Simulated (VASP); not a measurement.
VASP ran on this input.

File POSCAR:
```
Si
1
    0.0000000000     2.7155000000     2.7155000000
    2.7155000000     0.0000000000     2.7155000000
    2.7155000000     2.7155000000     0.0000000000
Si
2
Direct
  0.0000000000   0.0000000000   0.0000000000
  0.2500000000   0.2500000000   0.2500000000
```

### KPOINTS
```
Automatic mesh
0
Gamma
6 6 6
0 0 0
```

**INCAR**
```
SYSTEM = Si
PREC = Accurate
ENCUT = 400
EDIFF = 1E-6
NELM = 100
ALGO = Normal
LREAL = .FALSE.
LASPH = .TRUE.
ISMEAR = 0
SIGMA = 0.05
GGA = PE
LWAVE = .FALSE.
LCHARG = .FALSE.
ISIF = 2
ISPIN = 2
MAGMOM = 1.0 1.0 1.0
```

POTCAR, in this order: Si (PBE.64 set). Program: vasp_std.

Question: One choice in this input is risky. Which, and does it do harm here?

Answer: The risk: MAGMOM holds more values than there are atoms. Here it does no harm: the run (PBE GGA, plane waves, VASP's PBE PAW potentials (set 64)) converges to the same energy and pressure as with the safe setting.
### OSZICAR
```
       N       E                     dE             d eps       ncg     rms          rms(c)
DAV:   1     0.529463389860E+01    0.52946E+01   -0.28501E+03   584   0.557E+02
DAV:   2    -0.101805650045E+02   -0.15475E+02   -0.14712E+02   869   0.779E+01
DAV:   3    -0.104798615406E+02   -0.29930E+00   -0.29900E+00   680   0.111E+01
DAV:   4    -0.104819397882E+02   -0.20782E-02   -0.20781E-02   899   0.113E+00
DAV:   5    -0.104819462681E+02   -0.64799E-05   -0.64801E-05   710   0.457E-02    0.607E+00
DAV:   6    -0.108484572709E+02   -0.36651E+00   -0.13053E-01   665   0.236E+00    0.342E+00
DAV:   7    -0.108145135669E+02    0.33944E-01   -0.70254E-02   662   0.172E+00    0.243E+00
DAV:   8    -0.108162575765E+02   -0.17440E-02   -0.24541E-02   696   0.934E-01    0.664E-01
DAV:   9    -0.108202280605E+02   -0.39705E-02   -0.18296E-03   719   0.315E-01    0.100E-01
DAV:  10    -0.108206552536E+02   -0.42719E-03   -0.11063E-03   664   0.189E-01    0.436E-02
DAV:  11    -0.108207497052E+02   -0.94452E-04   -0.21526E-04   638   0.983E-02    0.316E-02
DAV:  12    -0.108207681375E+02   -0.18432E-04   -0.21309E-05   736   0.315E-02    0.154E-02
DAV:  13    -0.108207731203E+02   -0.49828E-05   -0.82449E-06   664   0.185E-02    0.420E-03
DAV:  14    -0.108207737707E+02   -0.65038E-06   -0.13586E-06   512   0.655E-03
   1 F= -.10820774E+02 E0= -.10820774E+02  d E =-.882107E-16  mag=     0.0000
```

The compound is Si in the diamond structure. The cell was not relaxed at this level.
